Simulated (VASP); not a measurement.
VASP input:

File POSCAR:
```
Nb
1
   -1.6588150000     1.6588150000     1.6588150000
    1.6588150000    -1.6588150000     1.6588150000
    1.6588150000     1.6588150000    -1.6588150000
Nb
1
Direct
  0.0000000000   0.0000000000   0.0000000000
```

### INCAR
```
! general
SYSTEM =Nb
PREC   =Accurate
ENCUT  =400
LREAL  =.FALSE.
LASPH  =.TRUE.

! electronic loop
EDIFF  =1E-6
NELM   =100
ALGO   =Normal
LMAXMIX=4

! smearing
ISMEAR =1
SIGMA  =0.1

! ions
IBRION =2
NSW    =60
ISIF   =3
EDIFFG =-0.01

! output
LWAVE  =.FALSE.
LCHARG =.FALSE.
```

KPOINTS:
```
Regular mesh
0
gamma
 14 14 14
0 0 0
```

POTCAR, in this order: Nb_sv (LDA.64 set). Program: vasp_std.

### Question
Write an equivalent input for Ansatz.

### Answer
One equivalent input (not run):
Ansatz 0.2 input:
```yaml
crystal:
  lattice:
    - [-1.6588150, 1.6588150, 1.6588150]
    - [1.6588150, -1.6588150, 1.6588150]
    - [1.6588150, 1.6588150, -1.6588150]
  atoms:
    - { symbol: Nb, position: [0.0000000, 0.0000000, 0.0000000] }
kpoints:
  mp_grid: { grid: [14, 14, 14] }
hamiltonian:
  xc: lda
  pseudopotentials: { kind: paw }
scf:
  occupations: { method: methfessel_paxton, width: 0.1 }
  max_iter: 100
relax:
  max_steps: 60
  f_tol: 0.01
  cell: {}
output: { forces: true, stress: true, eigenvalues: true }
```
Limits of the translation: each code has its own PAW files, so the cut-off isn't converted (ENCUT is set for VASP's; basis.ecutwfc is left out, and Ansatz then takes the one that its files recommend); Ansatz stops its SCF on the density residual and VASP on the energy change (EDIFF); Ansatz's lda is the Perdew-Wang form, while the LDA potentials of VASP carry Perdew-Zunger's.

The structure comes from a computed database's Nb entry (Im-3m); how it stands against other phases isn't given here. This run relaxes it. Symmetry was kept, so distortions that lower it aren't found.
